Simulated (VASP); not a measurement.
VASP input:

File KPOINTS:
```
Regular mesh
0
gamma
  11 11 8
```

### POSCAR
```
P
1
    1.6575858218    -5.0894483401     0.0000000000
    1.6575858218     5.0894483401     0.0000000000
    0.0000000000     0.0000000000     4.1839708279
P
4
Direct
  0.1062508723   0.8937491277   0.9270105133
  0.3937491277   0.6062508723   0.4270105133
  0.6062508723   0.3937491277   0.5729894867
  0.8937491277   0.1062508723   0.0729894867
```

**INCAR**
```
SYSTEM = P
PREC = Accurate
ENCUT = 520
EDIFF = 1E-7
NELM = 100
ALGO = Normal
LREAL = .FALSE.
LASPH = .TRUE.
ISMEAR = -5
GGA = PE
IVDW = 13
LWAVE = .FALSE.
LCHARG = .TRUE.
LORBIT = 11
NEDOS = 601
ISIF = 2
LEFG = .TRUE.
```

POTCAR, in this order: P (PBE.64 set). Program: vasp_std.

Q: Translate this PBE-D4 calculation to Ansatz.

A: One equivalent input (not run):
Ansatz 0.2 input:
```yaml
crystal:
  lattice:
    - [1.6575858, -5.0894483, 0.0000000]
    - [1.6575858, 5.0894483, 0.0000000]
    - [0.0000000, 0.0000000, 4.1839708]
  atoms:
    - { symbol: P, position: [0.1062509, 0.8937491, 0.9270105] }
    - { symbol: P, position: [0.3937491, 0.6062509, 0.4270105] }
    - { symbol: P, position: [0.6062509, 0.3937491, 0.5729895] }
    - { symbol: P, position: [0.8937491, 0.1062509, 0.0729895] }
kpoints:
  mp_grid: { grid: [11, 11, 8] }
hamiltonian:
  xc: pbe
  dispersion: d4
  pseudopotentials: { kind: paw }
scf:
  occupations: { method: tetrahedron }
  max_iter: 100
output: { forces: true, stress: true, eigenvalues: true }
```
The two are equivalent in intent, not identical: each code has its own PAW files, so the cut-off isn't converted (ENCUT is set for VASP's; basis.ecutwfc is left out, and Ansatz then takes the one that its files recommend); Ansatz stops its SCF on the density residual and VASP on the energy change (EDIFF); the field gradients of LEFG aren't asked of the other code.

The compound is P in the black structure. It was relaxed first, which changed the volume by -7 %.
